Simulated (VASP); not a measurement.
Given:

```yaml
crystal:
  lattice:
    - [5.68748, 0.00000, 0.00000]
    - [0.00000, 5.68748, 0.00000]
    - [0.00000, 0.00000, 5.68748]
  atoms:
    - { symbol: Ru, position: [0.00000, 0.50000, 0.50000] }
    - { symbol: Ru, position: [0.50000, 0.50000, 0.00000] }
    - { symbol: Ru, position: [0.50000, 0.00000, 0.50000] }
    - { symbol: Ru, position: [0.00000, 0.00000, 0.00000] }
    - { symbol: S, position: [0.38820, 0.11180, 0.88820] }
    - { symbol: S, position: [0.61180, 0.88820, 0.11180] }
    - { symbol: S, position: [0.11180, 0.88820, 0.38820] }
    - { symbol: S, position: [0.88820, 0.11180, 0.61180] }
    - { symbol: S, position: [0.88820, 0.38820, 0.11180] }
    - { symbol: S, position: [0.11180, 0.61180, 0.88820] }
    - { symbol: S, position: [0.61180, 0.61180, 0.61180] }
    - { symbol: S, position: [0.38820, 0.38820, 0.38820] }
```

The numbers are results of revPBE GGA, VASP's PBE PAW potentials (set 64) (plane waves; VASP), not measurements. Numerical set-up: 300 eV cut-off, 4×4×4 Γ-centred mesh shifted by (0.5, 0.5, 0.5), Gaussian smearing of 0.010 eV, potentials Ru_pv S.

At this cut-off the stress carries a Pulay error, which pulls relaxed volumes low.

**Question.** What does the run give for the energy per atom (σ→0), pressure, largest force?

**Answer.** 
```yaml
energy per atom (σ→0): -5.968 eV/atom
pressure: -2.12 GPa
largest_force: 0.164 eV/Å
```

The structure comes from a computed database's RuS2 entry; how it stands against other phases isn't given here. The cell was not relaxed at this level.
